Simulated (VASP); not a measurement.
Data:

```
MoSi2
1.0
   -1.60500     1.60500     3.92500
    1.60500    -1.60500     3.92500
    1.60500     1.60500    -3.92500
Si Mo
2 1
Direct
  0.66500   0.66500   0.00000
  0.33500   0.33500   0.00000
  0.00000   0.00000   0.00000
```

All values below come from PBE GGA + U (Dudarev), VASP's PBE PAW potentials (set 64) (plane waves; VASP). Numerical set-up: 400 eV cut-off, 12×12×12 Γ-centred mesh, first-order Methfessel-Paxton smearing of 0.10 eV, potentials Si Mo_sv, U − J: Mo 5.00 eV.

### Question
Which forces act on the atoms, in eV/Å?

### Answer

```
atom     Fx     Fy      Fz
----  -----  -----  ------
Si1   0.000  0.000  -0.180
Si2   0.000  0.000   0.180
Mo3   0.000  0.000   0.000
```

### Question
Give the stress tensor in GPa (positive for a compressed cell).

### Answer

```
4.37  0.00  0.00
0.00  4.37  0.00
0.00  0.00  4.53
```
The pressure is its mean diagonal, 4.42 GPa.

The compound is MoSi2 in the MoSi2 type structure. The cell was not relaxed at this level. The run is one of a series of settings (LDAU = .TRUE., LDAUJ = 0 0, LDAUL = -1 2, LDAUTYPE = 2, LDAUU = 0 5.0 against the base run), some of them coarse on purpose.
